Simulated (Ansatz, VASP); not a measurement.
**Si31HO64 (V_Si-H) in two plane-wave programs**

Aim: how closely do two programs agree when they are given the same cell, functional and k mesh? The cell is taken from a series of runs on this material, whose earlier steps may have relaxed, scaled, displaced or heated it; both programs get it as it stands.

Main program and level: Ansatz 0.2.0; plane waves, with VASP 6.6.1 beside it; r2SCAN.

**1. The starting structure**

The cell holds 96 atoms: 31 Si, 64 O and 1 H. Its edges and angles: a = 9.926 Å, b = 9.926 Å, c = 11.836 Å, α = 53.4°, β = 53.4°, γ = 73.2°. It derives from SiO2 (SiO2 (P4_2/mnm)). Nearest the centre at fractional (0.500, 0.500, 0.500): H96 at 0.92 Å, O84 at 1.83 Å, O45 at 1.87 Å, O47 at 1.88 Å, O86 at 1.90 Å, O88 at 1.90 Å, O82 at 1.90 Å, Si6 at 2.54 Å. The cell carries charge −2.

**2. Ansatz: single point, r2SCAN**

Ansatz runs on its PAW soft_1 files.

A single point takes one fixed geometry, so differences don't come from the geometry; what else differs is listed under the comparison.

File input.yaml:

```yaml
crystal:
  checkpoint: "../qm2_M1.relax.run"
  host: checkpoint
total_charge: -2
basis:
  ecutwfc: 500
  xc_grid: 2
hamiltonian:
  xc: r2scan
  pseudopotentials: { kind: paw, azcp: { folder: soft_1 } }
kpoints:
  mp_grid: { grid: [2, 2, 2], shift: [0.5, 0.5, 0.5] }
magnetization:
  spin_polarized: true
  initial_magnetization: 1
  spin_locking: { lock_magnetization: hard }
scf:
  occupations: { method: fermi_dirac, width: 0.01 }
  max_iter: 100
output:
  forces: true
  eigenvalues: true
  charged_corrections:
    epsilon: [3.41, 3.41, 3.58]
    static_epsilon: [11.6, 11.6, 9.01]
    defect_position: [0.5, 0.5, 0.5]
  eigenstates: { localisation: true }
  populations: true
  efg: {}
  band_densities: [{ bands: [v1, v1] }, { bands: [c1, c1] }]
  write_density: true
  write_potential: true
  volumetric_format: npy
  elf: true
checkpoint:
  read: "../qm2_M1.relax.run"
  write: "../qm2_M1.point.run"
  compress: false
  write_wavefunctions: false
  write_every: 100000
```

Run with:

```console
$ ansatz run input.yaml --threads 8 --pin off --max-ram 15073MiB --backend cpu --events-out ev --progress --plain --runs-dir out
```

Numbers of over 12 decimals in the logs are rounded to 6 here.

What it wrote:

```text
Warning: This run holds its total moment fixed (magnetization.spin_locking.lock_magnetization: hard) and mixes its density by anderson or broyden (scf.mixing.algorithm, typed or taken by auto). Slabs with a fixed moment have converged under broyden above another state at the same moment, at the default mixing steps and at smaller ones, and under scf.lower_state_search: standard, light or off a state that such a mixer [...]
crystal.checkpoint: the structure is that of <dir>, a `relax` run, at its step 11: its result, under r2scan at a charge of -2 e; 96 atoms read, 0 with a starting moment; crystal.structure_sha256 for this input is
Engine: ansatz 0.2.0, aarch64-unknown-linux-gnu
Pseudopotentials: kind: paw
Pseudopotential: Si, paw, valence charge 4, recommended cutoff 500 eV (meta_gga), soft_1/Si.paw.azcp
Pseudopotential: O, paw, valence charge 6, recommended cutoff 500 eV (meta_gga), soft_1/O.paw.azcp
Pseudopotential: H, paw, valence charge 1, recommended cutoff 500 eV (meta_gga), soft_1/H.paw.azcp
Functional definition: r2SCAN
  parameter k0 = 0.174
  parameter k1 = 0.065
  parameter a1 = 4.9479
  exchange = r2scan_x(k0 = k0, k1 = k1, a1 = a1)
  correlation = r2scan_c
Crystal: 96 atoms, lattice volume = 747.688 Å³
Basis set: ecut = 500 eV, 18959 PW (Γ), exchange–correlation on 150×150×180 points (8 copies of the dense FFT grid, shifted against one another)
Bands: 352, of which v1, the nominal top of the filled ones, is band 256 counted from 1 (255 counted from 0)
Symmetry: 1 space group operations
Space group: P1 (ITA 1), of the structure as read, at distance tolerance 9.1e-5 Å
Magnetic group: BNS 1.1 (UNI 1), of the structure as read, at distance tolerance 9.1e-5 Å
k-points: 4 of 8 (time reversal used)
Non-local potential: Si, projectors of the file, l = 0: 2, l = 1: 2, l = 2: 1
Non-local potential: O, projectors of the file, l = 0: 2, l = 1: 2, l = 2: 1
Non-local potential: H, projectors of the file, l = 0: 2, l = 1: 1
PAW form: soft (Blöchl's): semilocal exchange-correlation on the pseudo side does not see the compensation charge
PAW frozen core: Si, regenerated for the run's functional (the file was generated under x = pbe(κ = 0.804, μ = 0.219515), c = pbe(β = 0.066725))
PAW frozen core: O, regenerated for the run's functional (the file was generated under x = pbe(κ = 0.804, μ = 0.219515), c = pbe(β = 0.066725))
PAW one-centre angular grid: Si, 302 points (default); XC on 160 Gauss nodes
PAW one-centre angular grid: O, 302 points (default); XC on 160 Gauss nodes
PAW one-centre angular grid: H, 302 points (default); XC on 160 Gauss nodes
Initial density: read from a saved state, or passed on in memory by an earlier SCF of this step, an earlier step, the calling program or the single point that the run made first
Stability of the state it starts from, as read at its close in the collinear treatment: not read, because the mixer in use, unlike msr1, does not test its closes by its own steps (another_mixer); its run was given moments
Starting moments: Σ|m| = 1 μB on 96 of 96 sites; this step starts from the density that it was given
Initial wavefunctions: pseudopotential atomic-orbital guess — the wavefunctions supplied were not used: k-point sampling differs
Functional: x = r2scan, c = r2scan; τ floored in thin density (d = 2e-4 eV/Å³)
iter 1 solved again at ethr=8.60e-6 eV; its pass at ethr=3.10e-3 eV (dr2=4.40e-2 eV) is discarded
SCF iter   1: F=—  HF=-56294.948697 eV  |F-HF|=—  |Δ(HF+E_count)|=         —  Δρ=2.09e-3 (↑2.10e-4 ↓2.09e-3)  dr2=4.39e-2  dr2_τ=6.39e-4  dr2_m=7.54e-3  M=1.000 μB ∫|m|=1.155 μB  β_m=1.20  ethr=8.60e-6  ⟨swp⟩=14.0  Hψ=23601  notcnv=0  defer=20
preconditioner: auto → Resta (q_TF=auto, 2.561 Å⁻¹)  ε∞=3.3  [insulator: Δε(μ)=0.143 eV  Ē_g=20.035 eV  σ=0.010 eV  W_gap=1.00  n_scr=200 (ndim 8)  ℏωp=30.7 eV  f_vac=0.000  D(μ)=0.04/eV (n_scr^D=0)  ε∞_Penn≈3.3]
spin=Collinear: Resta preconditioning applied to the charge; magnetization (m = ρ↑ − ρ↓) channel mixes plain (no charge-response kernel on spin).
SCF iter   2: F=—  HF=-56294.944314 eV  |F-HF|=—  |Δ(HF+E_count)|=   4.38e-3  Δρ=7.16e-4 (↑6.84e-4 ↓7.16e-4)  dr2=1.38e-2  dr2_τ=9.09e-5  dr2_m=3.41e-4  M=1.000 μB ∫|m|=1.146 μB  β_m=1.20  ethr=8.60e-6  ⟨swp⟩=2.0  Hψ=4940  notcnv=0  defer=724  κ⁻¹=1.0e0(r=1)
[...]
k-point 3 ↓: bands = [... 252 lower, 9.3780, 9.5294, 9.6416, 9.8621, 17.1164, 17.7627, 18.0254, 18.0915, ... 92 higher]
--- Löwdin populations: 96 sites ---
  site symbol       q [e]    m [muB]
     0     Si      2.3621    -0.0005
     1     Si      2.3569    -0.0005
     2     Si      2.3548    -0.0010
     3     Si      2.3478    -0.0038
     4      O      6.7422     0.0010
     5      O      6.7437     0.0031
     6      O      6.7427     0.0019
     7      O      6.7440     0.0029
     8      O      6.7457     0.0056
     9      O      6.7433     0.0040
    10      O      6.7409     0.0023
    11      O      6.7474     0.0043
    12     Si      2.3582    -0.0005
    13     Si      2.3504    -0.0096
    14     Si      2.3544    -0.0010
    15     Si      2.3472    -0.0034
    16      O      6.7427     0.0019
    17      O      6.7296     0.0259
    18      O      6.7420     0.0012
    19      O      6.7290     0.0266
    20      O      6.7498     0.0029
    21      O      6.7746     0.0845
    22      O      6.7523     0.0044
    23      O      6.6985     0.2302
[...]
88      O      6.7430     0.0023
    89      O      6.7454     0.0084
    90      O      6.7427     0.0025
    91      O      6.7459     0.0060
    92      O      6.7446     0.0055
    93      O      6.7445     0.0063
    94      O      6.7465     0.0030
    95      H      0.5707    -0.0005
  spilling = 0.012055 (of n_electrons = 511.000000)
--- Band densities, each state counted as filled ---
  window                                       electrons  max residual (eV)  cut levels
  bands: [v1, v1]                    1.000000 + 1.000000             2.3e-4           0
  bands: [c1, c1]                    1.000000 + 1.000000             1.7e-4           0
```

**3. VASP: single point, r2SCAN**

The same cell, functional, mesh and smearing now go to VASP, with its own data sets.

Lines of VASP's logs that name or quote its potential files are left out, and so is its time.

File INCAR:

```
SYSTEM = Si31HO64
PREC = Accurate
ENCUT = 580
EDIFF = 1E-06
NELM = 200
ISMEAR = -1
SIGMA = 0.01
LREAL = Auto
ALGO = Normal
METAGGA = R2SCAN
LASPH = .TRUE.
NELECT = 511
NBANDS = 322
ISPIN = 2
MAGMOM = -0 -0 -0 -0 -0 -0 -0 -0 -0 -0 -0 -0 -0 -0 -0 -0 -0 -0 -0 -0 -0 -0 -0 -0 -0 -0 -0 -0 -0 -0 -0 0 0 0 0 0 0 0 0 0 0.02 0 0.02 0 0.06 0 0.18 0.01 0.01 0.01 0 0 0 0.01 0.01 0.01 0 0.01 0.01 0 0 0.01 0.01 0 0.02 0 0 0.01 0.01 0 0.01 0.02 0 0.02 0.02 0.01 0.01 0 0.01 0.01 0.01 0.08 0.01 0 0 0.09 0 0.07 0 0.01 0 0.01 0 0.01 0 -0
LORBIT = 11
LWAVE = .FALSE.
LCHARG = .FALSE.
ISIF = 2
ISYM = 0
NUPDOWN = 1
GGA_COMPAT = .FALSE.
LMIXTAU = .TRUE.
```

File POSCAR:

```
Si31HO64
1.0
    0.0000000000      8.3695907132      5.3368094992
    8.3695907132      0.0000000000      5.3368094992
    8.3695907132      8.3695907132      0.0000000000
Si O H
31 64 1
Direct
    0.0019018661      0.0017853680      0.9977972532
    0.2493219283      0.2515651226      0.2491842187
[... 1 atom line left out ...]
    0.3785454166      0.3786135777      0.3724967891
[... 1 atom line left out ...]
    0.2610653688      0.2632714664      0.7373845373
[... 1 atom line left out ...]
    0.3789741855      0.3789013534      0.8691511839
[... 1 atom line left out ...]
    0.2504666072      0.7503549492      0.2499797639
[... 1 atom line left out ...]
    0.3733653828      0.8770512008      0.3745672715
[... 1 atom line left out ...]
    0.2506486910      0.7504112622      0.7482984942
    0.1290030145      0.6187081559      0.6256555651
[... 2 atom lines left out ...]
    0.7499377362      0.2505065737      0.2506816687
[... 1 atom line left out ...]
    0.8691811334      0.3831374792      0.3736991720
[... 1 atom line left out ...]
    0.7500173726      0.2507288031      0.7478972151
    0.6190797082      0.1312369853      0.6242856044
[... 2 atom lines left out ...]
    0.7500708460      0.7400156909      0.2547837414
    0.6231531440      0.6219629279      0.1281798858
[... 2 atom lines left out ...]
    0.6228950993      0.6219462140      0.6261230563
[... 10 atom lines left out ...]
    0.2510689714      0.2514852309      0.9025100943
[... 1 atom line left out ...]
    0.2510959184      0.2514191948      0.5942082573
    0.0282292219      0.2224417753      0.8742833384
    0.2644100827      0.4724989519      0.6312487944
    0.2218544698      0.0287151139      0.8743350330
    0.4696789468      0.2631475416      0.6336140639
[... 1 atom line left out ...]
    0.2492380405      0.7523599395      0.4017494599
[... 4 atom lines left out ...]
    0.2213584906      0.5297578254      0.3741297667
    0.4716293237      0.7794631312      0.1237355039
[... 3 atom lines left out ...]
    0.2490099929      0.7522906784      0.5960523414
[... 2 atom lines left out ...]
    0.2212560837      0.5296748289      0.8744060093
    0.4714470286      0.7796640471      0.6242709099
    0.4994922541      0.0013110526      0.1521289764
    0.7507585977      0.2501902142      0.4018656919
    0.4993774247      0.0015539975      0.3463286077
[... 1 atom line left out ...]
    0.5291256023      0.2208331577      0.3738681847
    0.7795979508      0.4714419164      0.1237646911
[... 4 atom lines left out ...]
    0.5012168197      0.9968349488      0.8486913997
    0.7508881336      0.2499285417      0.5964884119
    0.5291376164      0.2207939444      0.8756528216
    0.7797223432      0.4713870845      0.6243167854
[... 2 atom lines left out ...]
    0.5006517487      0.5001564294      0.1472840792
    0.7501836352      0.7504914886      0.4032134393
    0.5003927521      0.5011210369      0.3384392013
    0.7500638434      0.7504258777      0.0955839132
    0.5276681919      0.7309610159      0.3704850740
    0.7782298246      0.9698087116      0.1256720118
    0.7391503598      0.5329860009      0.3635489731
[... 1 atom line left out ...]
    0.5004577937      0.5013814478      0.6595597286
[... 1 atom line left out ...]
    0.5006981450      0.5002136934      0.8513983506
[... 5 atom lines left out ...]
    0.4788561769      0.6118195393      0.4555123215
```

File KPOINTS:

```
Points of the shifted mesh
8
Reciprocal
 0.2500000000  0.2500000000  0.2500000000 1
 0.2500000000  0.2500000000  0.7500000000 1
 0.2500000000  0.7500000000  0.2500000000 1
 0.2500000000  0.7500000000  0.7500000000 1
 0.7500000000  0.2500000000  0.2500000000 1
 0.7500000000  0.2500000000  0.7500000000 1
 0.7500000000  0.7500000000  0.2500000000 1
 0.7500000000  0.7500000000  0.7500000000 1
```

PAW data sets: Si, O and H (PBE family, release 64).

Run with:

```console
$ export OMP_NUM_THREADS=3
$ mpirun -np 1 vasp_std
```

What it wrote:

```text
[banner, memory and clock lines left out]
running    1 mpi-ranks, on    1 nodes
[...]
Offloading initialized ...    1 GPUs detected
[...]
|                                                                             |
|               ----> ADVICE to this user running VASP <----                  |
|                                                                             |
|     You enforced a specific xc type in the INCAR file but a different       |
|     [... a line on the potential file left out ...]
|     I HOPE YOU KNOW WHAT YOU ARE DOING!                                     |
|                                                                             |

 LDA part: xc-table for (None), standard interpolation
 POSCAR, INCAR and KPOINTS ok, starting setup
[...]
entering main loop
       N       E                     dE             d eps       ncg     rms          rms(c)
DAV:   1     0.288780648820E+04    0.28878E+04   -0.31443E+05 10304   0.175E+03
DAV:   2    -0.937510034210E+03   -0.38253E+04   -0.37372E+04 12072   0.377E+02
DAV:   3    -0.113391365785E+04   -0.19640E+03   -0.19502E+03 12400   0.862E+01
DAV:   4    -0.113644442873E+04   -0.25308E+01   -0.25201E+01 12152   0.106E+01
DAV:   5    -0.113648443470E+04   -0.40006E-01   -0.39936E-01 11984   0.121E+00BRMIX: very serious problems
 the old and the new charge density differ
 old charge density:   509.00000 new  511.00000
    0.717E+01
DAV:   6    -0.904556409029E+03    0.23193E+03   -0.17533E+02 11760   0.235E+01    0.391E+01
DAV:   7    -0.907742716942E+03   -0.31863E+01   -0.31441E+01 11936   0.106E+01    0.145E+01
DAV:   8    -0.908536021100E+03   -0.79330E+00   -0.40149E+00 11856   0.383E+00    0.546E+00
DAV:   9    -0.908485509710E+03    0.50511E-01   -0.11190E+00 13208   0.294E+00    0.283E+00
[...]
DAV:  17    -0.908575969776E+03   -0.12904E-04   -0.16476E-04 12008   0.192E-02    0.291E-02
DAV:  18    -0.908575968058E+03    0.17183E-05   -0.26510E-05 11856   0.108E-02    0.117E-02
DAV:  19    -0.908575968607E+03   -0.54893E-06   -0.92786E-06 10696   0.553E-03
   1 F= -.90857597E+03 E0= -.90857595E+03  d E =-.386803E-04  mag=     1.0000
```

OUTCAR, selected parts (step 3):

```text
  FREE ENERGIE OF THE ION-ELECTRON SYSTEM (eV)
  ---------------------------------------------------
  free  energy   TOTEN  =      -908.5759686065 eV

  energy  without entropy=     -908.5759299263  energy(sigma->0) =     -908.57594927

 magnetization (x)
# of ion       s       p       d       tot
------------------------------------------
    1       -0.000  -0.000   0.000  -0.000
    2       -0.000  -0.000   0.000  -0.000
    3       -0.000  -0.000   0.000  -0.001
    4       -0.001  -0.001   0.000  -0.002
    5       -0.000  -0.000   0.000  -0.000
    6       -0.002  -0.004   0.000  -0.005
    7       -0.000  -0.000   0.000  -0.001
    8       -0.001  -0.001   0.000  -0.002
    9       -0.000  -0.000   0.000  -0.000
   10       -0.000  -0.000   0.000  -0.000
   11       -0.000  -0.000   0.000  -0.000
   12       -0.000  -0.000   0.000  -0.000
   13       -0.000  -0.000   0.000  -0.000
[...]
--------------------------------------------------
tot          0.008   0.883   0.000   0.891

[... 2 further parts left out ...]
[key lines of the parts left out:]
E-fermi :   7.4492
```

The cell is charged against a uniform background. The gap is read on the k-mesh alone, so it is an upper bound where the band edges lie off the mesh. The PAW data sets were made with PBE, which is usual practice but a small mismatch for other functionals.

**4. Comparison**

Known differences besides the potentials themselves: VASP starts from the moments at which Ansatz ended; VASP keeps PBE cores, Ansatz makes them for the functional; the cutoff is 500 eV in Ansatz and 580 eV in VASP (PREC = Accurate, projectors in real space); site moments are counted in spheres of each program's own size. Total energies have different zeros and are not compared.

Both answers:

| quantity | Ansatz | VASP | difference |
| --- | --- | --- | --- |
| total moment, fixed by the input (μB) | 1.00 | 1.00 | 0.00 |
| moment on O47 (μB) | 0.18 | 0.19 | -0.01 |
| moment on O86 (μB) | 0.09 | 0.09 | -0.01 |
| moment on O82 (μB) | 0.08 | 0.09 | -0.01 |
| moment on O88 (μB) | 0.07 | 0.08 | -0.01 |
| moment on O45 (μB) | 0.06 | 0.07 | 0.00 |

Forces on 10 of the 96 atoms, those with the largest forces and the largest differences (eV/Å; atoms numbered as in POSCAR):

| atom | Ansatz x, y, z | VASP x, y, z |
| --- | --- | --- |
| Si6 | 0.136, -0.047, -0.149 | 0.143, -0.056, -0.152 |
| Si8 | 0.103, 0.072, -0.156 | 0.112, 0.080, -0.211 |
| Si20 | -0.171, 0.052, 0.030 | -0.208, 0.087, 0.001 |
| Si23 | -0.091, 0.204, -0.022 | -0.130, 0.241, 0.005 |
| Si26 | 0.030, -0.117, 0.112 | 0.085, -0.169, 0.093 |
| Si30 | 0.080, 0.091, 0.101 | 0.093, 0.103, 0.159 |
| O82 | 0.036, 0.047, -0.028 | 0.096, 0.100, -0.025 |
| O84 | -0.001, 0.014, -0.003 | 0.025, -0.013, 0.068 |
| O88 | -0.130, -0.104, -0.004 | -0.182, -0.163, -0.003 |
| H96 | 0.003, -0.019, -0.001 | -0.033, 0.020, -0.118 |

The forces differ by 19 meV/Å r.m.s., which is 34.4 % of the r.m.s. force of 0.054 eV/Å (both taken over all components). The cell carries a charge of -2 e against a uniform background, so its pressure also hangs on how the neutralising background is counted, and in a defect's cell a gap may be the spacing between its levels.

**5. Results**

- r.m.s. force difference (single point, r2SCAN): 19 meV/Å

**Reading.** The r.m.s. force difference is 19 meV/Å (single point, r2SCAN), beyond the 12 meV/Å picked in this series as the mark of a large difference. What causes the difference of the single point, r2SCAN pair stays open here. How closely two codes agree says nothing of how well the functional describes the real material.

[Lines on the potential files, build, host, timing and source positions are cut from VASP's logs without a mark.]

[Logs are printed without paths, hosts, clocks, repeated set-up lines and the standing remarks that a program may print on its own settings, such as how far it seeks lower states.]

[Hosts, paths, dates, database ids (printed as entryN), source tags and the programs' standing remarks are cut or masked in the printed files.]
